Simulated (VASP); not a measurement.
An input for Ansatz (written as the equivalent of a VASP run, and not itself run):

Ansatz 0.2 input:
```yaml
crystal:
  lattice:
    - [0.0000000, 2.5994800, 2.5052980]
    - [2.5688930, 0.0000000, 2.5052980]
    - [2.5688930, 2.5994800, 0.0000000]
  atoms:
    - { symbol: Hf, position: [0.0000000, 0.0000000, 0.0000000] }
    - { symbol: O, position: [0.2500000, 0.2500000, 0.2500000] }
    - { symbol: O, position: [0.7351190, 0.7648810, 0.7648810] }
kpoints:
  mp_grid: { grid: [7, 7, 7] }
hamiltonian:
  xc: pbe
  pseudopotentials: { kind: paw }
scf:
  occupations: { method: gaussian, width: 0.05 }
  max_iter: 100
output: { forces: true, stress: true, eigenvalues: true }
```

Translate this input to VASP (INCAR, KPOINTS, POSCAR, choice of POTCAR).

Several could match; the one computed here: 
POSCAR:
```
HfO2
1
    0.0000000000     2.5994800000     2.5052980000
    2.5688930000     0.0000000000     2.5052980000
    2.5688930000     2.5994800000     0.0000000000
Hf O
1 2
Direct
  0.0000000000   0.0000000000   0.0000000000
  0.2500000000   0.2500000000   0.2500000000
  0.7351190000   0.7648810000   0.7648810000
```

INCAR:
```
SYSTEM = HfO2
PREC = Accurate
ENCUT = 520
EDIFF = 1E-6
NELM = 100
ALGO = Normal
LREAL = .FALSE.
LASPH = .TRUE.
ISMEAR = 0
SIGMA = 0.05
GGA = PE
LMAXMIX = 6
LWAVE = .FALSE.
LCHARG = .FALSE.
ISIF = 2
NBANDS = 30
```

File KPOINTS:
```
Automatic mesh
0
Gamma
7 7 7
0 0 0
```

POTCAR, in this order: Hf_pv O (PBE.64 set). Program: vasp_std.

The two are equivalent in intent, not identical: each code has its own PAW files, so the cut-off isn't converted (ENCUT is set for VASP's; basis.ecutwfc is left out, and Ansatz then takes the one that its files recommend); Ansatz stops its SCF on the density residual and VASP on the energy change (EDIFF); the number of bands isn't carried over, since the valence differs with the files.

The compound is HfO2 in the fluorite structure, the high-temperature cubic form, which is unstable at 0 K; the monoclinic form is the stable one. The cell was not relaxed at this level, atoms are displaced from their ideal sites. The run is one of a series of settings (NBANDS = 30 against the base run), some of them coarse on purpose.
